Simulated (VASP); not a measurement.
Data:

```
CELL_PARAMETERS angstrom
      0.00000     2.57698     2.57698
      2.57698     0.00000     2.57698
      2.57698     2.57698     0.00000
ATOMIC_POSITIONS crystal
  Ru 0.00000 0.00000 0.00000
  P  0.25000 0.25000 0.25000
```

Computed with PBEsol GGA, VASP's PBE PAW potentials (set 64) (plane waves; VASP). Settings: 400 eV cut-off, Gaussian smearing of 0.050 eV, potentials Ru_pv P.

**Question.** Give the energies of bands 5 to 12 at the high-symmetry points, in eV from the Fermi level.

**Answer.** 
| band | Γ | X | U | L | W |
|---|---|---|---|---|---|
| 5 | -4.73 | -5.90 | -5.34 | -4.98 | -5.05 |
| 6 | -4.73 | -2.90 | -3.33 | -4.27 | -3.93 |
| 7 | -4.73 | -2.90 | -3.20 | -4.27 | -3.11 |
| 8 | -1.68 | -2.22 | -2.65 | -1.28 | -1.93 |
| 9 | -1.68 | -0.78 | -1.39 | -1.28 | -1.76 |
| 10 | 4.77 | -0.08 | -0.38 | -0.68 | -0.51 |
| 11 | 5.86 | 0.51 | 1.13 | 3.34 | 0.55 |
| 12 | 5.86 | 0.51 | 1.88 | 3.34 | 2.18 |

It has no gap at this level: it comes out as a metal or semimetal.

The structure was generated: RuP was put into the zinc blende type (F-43m), which need not be its known phase. It was relaxed first, which changed the volume by -31 %. The electron count is odd and the run is not spin-polarised, which forces a metal.
